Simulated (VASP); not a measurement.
## What goes wrong when NbAs is relaxed with a bad input

Aim: see how common mistakes in a VASP relaxation show up, on NbAs. The starting structure is a measured crystal structure from the Crystallography Open Database. The first relaxation on each setting starts from this cell expanded by 3 % in volume.

Main program and level: VASP 6.6.1; Kohn-Sham DFT with plane waves and PAW; PBEsol.

## 1. Set-up

The structure is tetragonal, space group I4_1md (No. 109). Conventional cell: a = 3.452 Å, b = 3.452 Å, c = 11.680 Å, α = 90.00°, β = 90.00°, γ = 90.00°. Nearest to Nb lie 6 As at 2.60 to 2.63 Å. As has 6 Nb at 2.60 to 2.63 Å nearest. Farther neighbours are not listed.

As a file:

```xyz
4
Lattice="-3.4517 0.0000 0.0000 0.0000 3.4517 0.0000 1.7259 -1.7259 -5.8400" Properties=species:S:1:pos:R:3 pbc="T T T"
Nb    0.0000    1.7259    0.0000
Nb    0.0000    0.0000   -2.9200
As   -1.7259    0.0000   -0.9811
As   -1.7259    1.7259   -3.9011
```

## 2. Reference relaxation

This run starts from the cell of an earlier relaxation, which isn't shown; the restart sets up the plane waves anew.

Input file INCAR:

```
SYSTEM = NbAs
PREC = Accurate
ENCUT = 450
EDIFF = 1E-06
NELM = 100
ISMEAR = 0
SIGMA = 0.03
LREAL = .FALSE.
ALGO = Normal
GGA = PS
NBANDS = 24
LASPH = .TRUE.
LORBIT = 11
LWAVE = .FALSE.
LCHARG = .FALSE.
KPAR = 8
IBRION = 2
NSW = 50
ISIF = 3
EDIFFG = -0.006
```

Input file POSCAR:

```
NbAs
1.0
   -3.4440257289      0.0000000000      0.0000000000
    0.0000000000      3.4440257289      0.0000000000
    1.7220128644     -1.7220128644     -5.7856004185
Nb As
2 2
Direct
    0.0012965320      0.5012965320      0.0025930639
    0.2512965320      0.2512965320      0.5025930639
    0.5827034680      0.0827034680      0.1654069361
    0.8327034680      0.8327034680      0.6654069361
```

Input file KPOINTS:

```
Automatic mesh
0
Gamma
6 6 6
0 0 0
```

Potentials, in the order of the species: Nb_sv and As (PBE family, release 64).

Launch:

```bash
mpirun -np 8 vasp_std
```

Output:

```text
[banner, memory and clock lines left out]
running    8 mpi-ranks, on    1 nodes
 distrk:  each k-point on    1 cores,    8 groups
 distr:  one band on    1 cores,    1 groups

 POSCAR found type information on POSCAR NbAs
 POSCAR found :  2 types and       4 ions
|                                                                             |
|           W    W    AA    RRRRR   N    N  II  N    N   GGGG   !!!           |
|           W    W   A  A   R    R  NN   N  II  NN   N  G    G  !!!           |
|           W    W  A    A  R    R  N N  N  II  N N  N  G       !!!           |
|           W WW W  AAAAAA  RRRRR   N  N N  II  N  N N  G  GGG   !            |
|           WW  WW  A    A  R   R   N   NN  II  N   NN  G    G                |
|           W    W  A    A  R    R  N    N  II  N    N   GGGG   !!!           |
|                                                                             |
|     For optimal performance we recommend to set                             |
|       NCORE = 2 up to number-of-cores-per-socket                            |
|     NCORE specifies how many cores store one orbital (NPAR=cpu/NCORE).      |
|     This setting can greatly improve the performance of VASP for DFT.       |
|     The default, NCORE=1 might be grossly inefficient on modern             |
|     multi-core architectures or massively parallel machines. Do your        |
|     Unfortunately you need to use the default for GW and RPA                |
|     calculations (for HF NCORE is supported but not extensively tested      |
|     yet).                                                                   |
|                                                                             |

|                                                                             |
|               ----> ADVICE to this user running VASP <----                  |
|                                                                             |
|     You enforced a specific xc type in the INCAR file but a different       |
|     [... a line on the potential file left out ...]
|     I HOPE YOU KNOW WHAT YOU ARE DOING!                                     |
|                                                                             |

 LDA part: xc-table for (Slater+PW92), standard interpolation
 POSCAR, INCAR and KPOINTS ok, starting setup
 FFT: planning ... GRIDC
 FFT: planning ... GRID_SOFT
 FFT: planning ... GRID
 WAVECAR not read
 entering main loop
       N       E                     dE             d eps       ncg     rms          rms(c)
DAV:   1     0.315672049665E+03    0.31567E+03   -0.17751E+04  1440   0.132E+03
DAV:   2    -0.100935949529E+02   -0.32577E+03   -0.31894E+03  1768   0.487E+02
DAV:   3    -0.355362581727E+02   -0.25443E+02   -0.25093E+02  2624   0.100E+02
DAV:   4    -0.370889726691E+02   -0.15527E+01   -0.15465E+01  2104   0.212E+01
DAV:   5    -0.371389069367E+02   -0.49934E-01   -0.49915E-01  2424   0.397E+00    0.117E+01
DAV:   6    -0.351251065637E+02    0.20138E+01   -0.86762E+00  2168   0.191E+01    0.331E+00
DAV:   7    -0.351037785437E+02    0.21328E-01   -0.44443E-01  2224   0.379E+00    0.202E+00
DAV:   8    -0.350900231249E+02    0.13755E-01   -0.69951E-02  2232   0.160E+00    0.413E-01
DAV:   9    -0.350900783342E+02   -0.55209E-04   -0.48978E-03  2400   0.502E-01    0.224E-01
DAV:  10    -0.350901787524E+02   -0.10042E-03   -0.10164E-03  1912   0.302E-01    0.338E-02
DAV:  11    -0.350901680582E+02    0.10694E-04   -0.68979E-05  2200   0.627E-02    0.130E-02
DAV:  12    -0.350901653819E+02    0.26763E-05   -0.67496E-06  2120   0.245E-02    0.316E-03
DAV:  13    -0.350901652127E+02    0.16912E-06   -0.22422E-07  1336   0.437E-03
   1 F= -.35090165E+02 E0= -.35090025E+02  d E =-.350902E+02
 curvature:   0.00 expect dE= 0.000E+00 dE for cont linesearch  0.000E+00
 trial: gam= 0.00000 g(F)=  0.170E-05 g(S)=  0.672E-05 ort = 0.000E+00 (trialstep = 0.100E+01)
 search vector abs. value=  0.842E-05
 reached required accuracy - stopping structural energy minimisation
```

Run time: 6.6 s. Hardware: 8 MPI ranks of Intel Xeon Platinum 8259CL at 2.50GHz (Skylake/Cascade Lake), shared host; peak memory 1.5 GiB; 48 s of CPU time.

The logs omit lines about the potential files and the build; timing stands in the text.

OUTCAR, selected parts (step 2):

```text
ion  position               nearest neighbor table
   1  0.001  0.501  0.003-   4 2.60   4 2.60   3 2.61   3 2.61   3 2.61   3 2.61
   2  0.251  0.251  0.503-   3 2.60   3 2.60   4 2.61   4 2.61   4 2.61   4 2.61
   3  0.583  0.083  0.165-   2 2.60   2 2.60   1 2.61   1 2.61   1 2.61   1 2.61
   4  0.833  0.833  0.665-   1 2.60   1 2.60   2 2.61   2 2.61   2 2.61   2 2.61

  LATTYP: Found a body centered tetragonal cell.
 ALAT       =     3.4440257289
 C/A-ratio  =     3.3597893128

 Subroutine GETGRP returns: Found  8 space group operations
 (whereof  4 operations were pure point group operations)

The static configuration has the point symmetry C_2v.
 The point group associated with its full space group is C_4v.

 Found     30 irreducible k-points:

   k-points           NKPTS =     30   k-points in BZ     NKDIM =     30   number of bands    NBANDS=     24

   dimension x,y,z NGX =    24 NGY =   24 NGZ =   48
   dimension x,y,z NGXF=    48 NGYF=   48 NGZF=   96

   ENCUT  =  450.0 eV  33.07 Ry    5.75 a.u.   5.96  5.96 10.86*2*pi/ulx,y,z

   NELECT =      36.0000    total number of electrons

 k-points in reciprocal lattice and weights: Automatic mesh
   0.00000000  0.00000000  0.00000000       0.005
   0.16666667  0.00000000 -0.00000000       0.037
   0.33333333  0.00000000 -0.00000000       0.037
   0.50000000  0.00000000 -0.00000000       0.019
   0.16666667  0.16666667 -0.00000000       0.037
   0.33333333  0.16666667 -0.00000000       0.074
   0.50000000  0.16666667 -0.00000000       0.074
  -0.33333333  0.16666667  0.00000000       0.074
  -0.16666667  0.16666667  0.00000000       0.019
[...]
0.16666667  0.16666667  0.33333333       0.019
   0.00000000  0.00000000  0.50000000       0.005

 average (electrostatic) potential at core
       1 -78.9202       2 -78.9202       3 -44.5963       4 -44.5963

 E-fermi :   9.6869

 k-point     1 :       0.0000    0.0000    0.0000
  band No.  band energies     occupation
    ...
     14       7.4435      2.00000
     15       7.5852      2.00000
     16       7.9874      2.00000
     17       8.2944      2.00000
     18       8.2944      2.00000
     19      10.3670      0.00000
     20      10.9709      0.00000
     21      12.2041      0.00000
     22      12.7097      0.00000
     23      12.7097      0.00000
    ...

 k-point     2 :       0.1667    0.0000   -0.0000
  band No.  band energies     occupation
    ...
     14       7.1676      2.00000
     15       7.8142      2.00000
     16       7.9762      2.00000
     17       8.1021      2.00000
     18       8.7019      2.00000
     19      10.0828      0.00000
     20      10.6661      0.00000
     21      11.4922      0.00000
     22      12.4379      0.00000
     23      12.7019      0.00000
    ...

 k-point     3 :       0.3333    0.0000   -0.0000
  band No.  band energies     occupation
    ...
     14       6.6732      2.00000
     15       7.6000      2.00000
     16       8.0079      2.00000
     17       8.2024      2.00000
     18       9.4379      2.00000
     19       9.7889      0.00000
     20      10.8040      0.00000
     21      11.1442      0.00000
     22      11.9442      0.00000
     23      12.4545      0.00000
    ...

  Total       -0.0155178     -0.0155178     -0.0086868      0.0000000      0.0000000     -0.0000000
  in kB       -0.3622925     -0.3622925     -0.2028111      0.0000000      0.0000000     -0.0000000
  external PRESSURE =      -0.3091320 kB  Pullay stress =       0.0000000 kB

  energy-cutoff  :      450.00
  volume of cell :       68.62
      direct lattice vectors                 reciprocal lattice vectors
    -3.444025729  0.000000000  0.000000000    -0.290357877  0.000000000 -0.086421454
     0.000000000  3.444025729  0.000000000     0.000000000  0.290357877 -0.086421454
     1.722012864 -1.722012864 -5.785600418     0.000000000  0.000000000 -0.172842908

 POSITION                                       TOTAL-FORCE (eV/Angst)
 -----------------------------------------------------------------------------------
     -0.00000      1.72201     -0.01500        -0.000000      0.000000     -0.002965
     -0.00000      0.00000     -2.90780        -0.000000      0.000000     -0.002965
     -1.72201     -0.00000     -0.95698         0.000000     -0.000000      0.002965
     -1.72201      1.72201     -3.84978         0.000000     -0.000000      0.002965
 -----------------------------------------------------------------------------------
    total drift:                                0.000021     -0.000021     -0.000416

  FREE ENERGIE OF THE ION-ELECTRON SYSTEM (eV)
  ---------------------------------------------------
  free  energy   TOTEN  =       -35.0901652127 eV

  energy  without entropy=      -35.0898845799  energy(sigma->0) =      -35.09002490

 reached required accuracy - stopping structural energy minimisation

 total charge
# of ion       s       p       d       tot
------------------------------------------
    1        2.150   6.015   2.500  10.664
    2        2.150   6.015   2.500  10.664
    3        1.202   1.650   0.078   2.929
    4        1.202   1.650   0.078   2.929
--------------------------------------------------
tot          6.703  15.329   5.155  27.187

[... 3 further parts left out ...]
```

CONTCAR:

```
NbAs
   1.00000000000000
    -3.4440257288999998    0.0000000000000000    0.0000000000000000
     0.0000000000000000    3.4440257288999998    0.0000000000000000
     1.7220128643999999   -1.7220128643999999   -5.7856004184999996
  Nb              As
     2     2
Direct
     0.0012965319999978    0.5012965319999978    0.0025930639000009
     0.2512965319999978    0.2512965319999978    0.5025930639000009
     0.5827034679999983    0.0827034679999983    0.1654069360999983
     0.8327034679999983    0.8327034679999983    0.6654069360999983
```

The PAW data sets were made with PBE, which is usual practice but a small mismatch for other functionals. The run keeps the 8 symmetry operations of its start, so it cannot find a distortion of lower symmetry.

The reference relaxation ends at 17.156 Å³ an atom.

## 3. Relaxation with a smearing far too wide

A slip made on purpose: a smearing far too wide. Against step 2 the input has SIGMA = 2 (also changed: NELM).

Edit INCAR of step 2 so:

```diff
@@ -4,5 +4,5 @@
 EDIFF = 1E-06
-NELM = 100
+NELM = 60
 ISMEAR = 0
-SIGMA = 0.03
+SIGMA = 2
 LREAL = .FALSE.
```

Input file POSCAR:

```
NbAs
1.0
   -3.4858774703      0.0000000000      0.0000000000
    0.0000000000      3.4858774703      0.0000000000
    1.7429387351     -1.7429387351     -5.8978255429
Nb As
2 2
Direct
    0.0000000000      0.5000000000      0.0000000000
    0.2500000000      0.2500000000      0.5000000000
    0.5840000000      0.0840000000      0.1680000000
    0.8340000000      0.8340000000      0.6680000000
```

KPOINTS is that of step 2.

Launch:

```bash
mpirun -np 8 vasp_std
```

Output:

```text
[banner, memory and clock lines left out]
running    8 mpi-ranks, on    1 nodes
[...]
[... a notice as in an earlier step ...]

 [... a notice as in an earlier step ...]

 LDA part: xc-table for (Slater+PW92), standard interpolation
 POSCAR, INCAR and KPOINTS ok, starting setup
[...]
entering main loop
       N       E                     dE             d eps       ncg     rms          rms(c)
DAV:   1     0.317664279901E+03    0.31766E+03   -0.17890E+04  1440   0.132E+03
DAV:   2    -0.105014908116E+02   -0.32817E+03   -0.32049E+03  1744   0.488E+02
DAV:   3    -0.371523467947E+02   -0.26651E+02   -0.26073E+02  2576   0.101E+02
DAV:   4    -0.389299442592E+02   -0.17776E+01   -0.17647E+01  2216   0.222E+01
[...]
DAV:  15    -0.372046705207E+02   -0.22713E-05   -0.22691E-05  1288   0.232E-03    0.134E-04
DAV:  16    -0.372046720841E+02   -0.15634E-05   -0.15709E-05  1224   0.177E-03    0.519E-05
DAV:  17    -0.372046730392E+02   -0.95515E-06   -0.95369E-06  1168   0.127E-03
[...]
|     is unoccupied at all k-points. It is always recommended to include      |
|     a few unoccupied bands to accelerate the convergence of                 |
|     molecular-dynamics runs (even for insulators or semiconductors),        |
|     since the presence of unoccupied bands improves wavefunction            |
|     prediction and helps to suppress 'band-crossings'.                      |
|                                                                             |

   1 F= -.37204673E+02 E0= -.34693240E+02  d E =-.372047E+02
[...]
|     Your highest band is occupied at some k-points! Unless you are          |
[... from here on, the cycles between the ionic steps are left out ...]
   2 F= -.37209156E+02 E0= -.34623551E+02  d E =-.448261E-02
[...]
|     Your highest band is occupied at some k-points! Unless you are          |
   3 F= -.37211867E+02 E0= -.34655115E+02  d E =-.719418E-02
   4 F= -.37212697E+02 E0= -.34673929E+02  d E =-.830031E-03
   5 F= -.37212823E+02 E0= -.34669291E+02  d E =-.955968E-03
   6 F= -.37212823E+02 E0= -.34669050E+02  d E =-.955778E-03
   7 F= -.37212848E+02 E0= -.34668775E+02  d E =-.249025E-04
   8 F= -.37212878E+02 E0= -.34668051E+02  d E =-.549693E-04
[...]
reached required accuracy - stopping structural energy minimisation
```

The job ended after 46 s (8 MPI ranks; peak memory 1.6 GiB; 6 min of CPU time).

From OUTCAR (step 3):

```text
  Total       -0.0178121     -0.0178121     -0.0149583     -0.0000000      0.0000000     -0.0000000
  in kB       -0.3942091     -0.3942091     -0.3310491     -0.0000000      0.0000000     -0.0000000
  external PRESSURE =      -0.3731558 kB  Pullay stress =       0.0000000 kB

 POSITION                                       TOTAL-FORCE (eV/Angst)
 -----------------------------------------------------------------------------------
     -0.00000      1.74230     -0.00694         0.000000     -0.000000      0.001240
     -0.00000      0.00000     -2.98797         0.000000     -0.000000      0.001240
     -1.74230      0.00000     -0.99468        -0.000000      0.000000     -0.001240
     -1.74230      1.74230     -3.97570        -0.000000      0.000000     -0.001240
 -----------------------------------------------------------------------------------
    total drift:                               -0.000001      0.000001     -0.001218

  FREE ENERGIE OF THE ION-ELECTRON SYSTEM (eV)
  ---------------------------------------------------
  free  energy   TOTEN  =       -37.2128779639 eV

  energy  without entropy=      -32.1232250200  energy(sigma->0) =      -34.66805149

[... 2 parts as in an earlier step ...]

[... 2 further parts left out ...]
[key lines of the parts left out:]
E-fermi :   9.1771
```

With a smearing far too wide the cell ends at 18.098 Å³ an atom, +5.49 % from the reference.

## 4. Relaxation with an ionic step far too long

A slip made on purpose: an ionic step far too long. Against step 2 the input has IBRION = 1 and POTIM = 2 (also changed: NELM and NSW).

Edit INCAR of step 3 so:

```diff
@@ -6,3 +6,3 @@
 ISMEAR = 0
-SIGMA = 2
+SIGMA = 0.03
 LREAL = .FALSE.
@@ -16,5 +16,6 @@
 KPAR = 8
-IBRION = 2
-NSW = 50
+IBRION = 1
+NSW = 30
 ISIF = 3
 EDIFFG = -0.006
+POTIM = 2
```

POSCAR is that of step 3.

KPOINTS is that of step 3.

Launch:

```bash
mpirun -np 8 vasp_std
```

Output:

```text
[... set-up lines as in an earlier step ...]
 entering main loop
       N       E                     dE             d eps       ncg     rms          rms(c)
DAV:   1     0.318657363654E+03    0.31866E+03   -0.17890E+04  1440   0.132E+03
DAV:   2    -0.898914117625E+01   -0.32765E+03   -0.32040E+03  1744   0.488E+02
DAV:   3    -0.354468239312E+02   -0.26458E+02   -0.25977E+02  2576   0.101E+02
DAV:   4    -0.371683613744E+02   -0.17215E+01   -0.17149E+01  2216   0.220E+01
[...]
DAV:  11    -0.350190028207E+02    0.16194E-04   -0.78174E-05  2168   0.776E-02    0.126E-02
DAV:  12    -0.350190003721E+02    0.24485E-05   -0.29185E-06  1584   0.144E-02    0.314E-03
DAV:  13    -0.350189999602E+02    0.41192E-06   -0.52881E-07  1376   0.683E-03
   1 F= -.35019000E+02 E0= -.35018518E+02  d E =-.350190E+02
[... from here on, the cycles between the ionic steps are left out ...]
   2 F= -.24070580E+02 E0= -.24069618E+02  d E =0.109484E+02
   3 F= -.35069298E+02 E0= -.35069019E+02  d E =-.109987E+02
   4 F= -.35090049E+02 E0= -.35089426E+02  d E =-.207514E-01
   5 F= -.35091905E+02 E0= -.35091740E+02  d E =-.185530E-02
   6 F= -.35089124E+02 E0= -.35088902E+02  d E =0.278040E-02
   7 F= -.35093080E+02 E0= -.35092901E+02  d E =-.395549E-02
   8 F= -.35092738E+02 E0= -.35092593E+02  d E =0.341682E-03
   9 F= -.35093064E+02 E0= -.35092923E+02  d E =-.325678E-03
  10 F= -.35093261E+02 E0= -.35093124E+02  d E =-.197311E-03
  11 F= -.35093213E+02 E0= -.35093070E+02  d E =0.483515E-04
  12 F= -.35092778E+02 E0= -.35092630E+02  d E =0.434630E-03
  13 F= -.35093362E+02 E0= -.35093219E+02  d E =-.584039E-03
  14 F= -.35092904E+02 E0= -.35092740E+02  d E =0.457915E-03
  15 F= -.35093347E+02 E0= -.35093207E+02  d E =-.443092E-03
  16 F= -.35093268E+02 E0= -.35093127E+02  d E =0.791909E-04
  17 F= -.35093366E+02 E0= -.35093225E+02  d E =-.979657E-04
  18 F= -.35093393E+02 E0= -.35093253E+02  d E =-.271752E-04
 BRION: g(F)=  0.346E-05 g(S)=  0.206E-04 retain N=  2 mean eig= 0.41
 eig:   0.065  0.754
 reached required accuracy - stopping structural energy minimisation
```

Wall time 85 s (8 MPI ranks); peak memory 1.7 GiB.

Parts of OUTCAR (step 4):

```text
  Total        0.0116068      0.0116068      0.0125853      0.0000000     -0.0000000      0.0000000
  in kB        0.2709843      0.2709843      0.2938284      0.0000000     -0.0000000      0.0000000
  external PRESSURE =       0.2785990 kB  Pullay stress =       0.0000000 kB

 POSITION                                       TOTAL-FORCE (eV/Angst)
 -----------------------------------------------------------------------------------
     -0.00000      1.72196     -0.01501        -0.000000      0.000000     -0.002118
     -0.00000      0.00000     -2.90799        -0.000000      0.000000     -0.002118
     -1.72196      0.00000     -0.95703         0.000000     -0.000000      0.002118
     -1.72196      1.72196     -3.85001         0.000000     -0.000000      0.002118
 -----------------------------------------------------------------------------------
    total drift:                                0.000021     -0.000021     -0.000682

  FREE ENERGIE OF THE ION-ELECTRON SYSTEM (eV)
  ---------------------------------------------------
  free  energy   TOTEN  =       -35.0933933507 eV

  energy  without entropy=      -35.0931118283  energy(sigma->0) =      -35.09325259

[... 2 parts as in an earlier step ...]

[... 2 further parts left out ...]
[key lines of the parts left out:]
E-fermi :   9.6863
```

Logs of long relaxations may skip ionic steps without a mark.

With an ionic step far too long the cell ends at 17.156 Å³ an atom, +0.00 % from the reference.

(Continued in part 2 of 2.)

[Lines on the potential files, build, host, timing and source positions are cut from VASP's logs without a mark.]

[Logs are printed without paths, hosts, clocks, repeated set-up lines and the standing remarks that a program may print on its own settings, such as how far it seeks lower states.]

[Hosts, paths, dates, database ids (printed as entryN), source tags and the programs' standing remarks are cut or masked in the printed files.]
